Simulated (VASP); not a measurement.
An input for Ansatz (written as the equivalent of a VASP run, and not itself run):

Ansatz 0.2 input:
```yaml
crystal:
  lattice:
    - [0.0000000, 3.1441488, 3.1441488]
    - [3.1441488, 0.0000000, 3.1441488]
    - [3.1441488, 3.1441488, 0.0000000]
  atoms:
    - { symbol: Sr, position: [0.0000000, 0.0000000, 1.0000000] }
    - { symbol: Te, position: [0.5000000, 0.5000000, 0.5000000] }
kpoints:
  mp_grid: { grid: [6, 6, 6] }
hamiltonian:
  xc: pbe
  pseudopotentials: { kind: paw }
scf:
  occupations: { method: gaussian, width: 0.05 }
  max_iter: 100
relax:
  max_steps: 40
  f_tol: 0.01
  cell: { p_target: 10 }
output: { forces: true, stress: true, eigenvalues: true }
```

Translate this input to VASP (INCAR, KPOINTS, POSCAR, choice of POTCAR).

One answer among several that fit: 
INCAR:
```
# general
SYSTEM   =  SrTe
PREC     =  Accurate
ENCUT    =  480
LREAL    =  .FALSE.   # projection in real space or not
LASPH    =  .TRUE.   # aspherical one-centre terms

# electronic loop
EDIFF    =  1E-7
NELM     =  100   # most electronic steps
ALGO     =  Normal
LMAXMIX  =  4   # l cut-off of mixed one-centre charges

# smearing
ISMEAR   =  0   # Gaussian
SIGMA    =  0.05   # width (eV)

# functional
GGA      =  PE   # PBE

# ions
IBRION   =  2   # conjugate gradients
NSW      =  40   # most ionic steps
ISIF     =  3
EDIFFG   =  -0.01
PSTRESS  =  100

# output
LWAVE    =  .FALSE.
LCHARG   =  .FALSE.
```

File KPOINTS:
```
Automatic mesh
0
Gamma
6 6 6
0 0 0
```

POSCAR:
```
SrTe
1.0
  0.0000000000   3.1441488449   3.1441488449
  3.1441488449   0.0000000000   3.1441488449
  3.1441488449   3.1441488449   0.0000000000
Sr Te
1 1
direct
  0.0000000000   0.0000000000   1.0000000000
  0.5000000000   0.5000000000   0.5000000000
```

POTCAR, in this order: Sr_sv Te (PBE.64 set). Program: vasp_std.

Limits of the translation: each code has its own PAW files, so the cut-off isn't converted (ENCUT is set for VASP's; basis.ecutwfc is left out, and Ansatz then takes the one that its files recommend); Ansatz stops its SCF on the density residual and VASP on the energy change (EDIFF).

The compound is SrTe in the rock salt structure. This run relaxes it under an external pressure of 10 GPa. Symmetry was kept, so distortions that lower it aren't found.
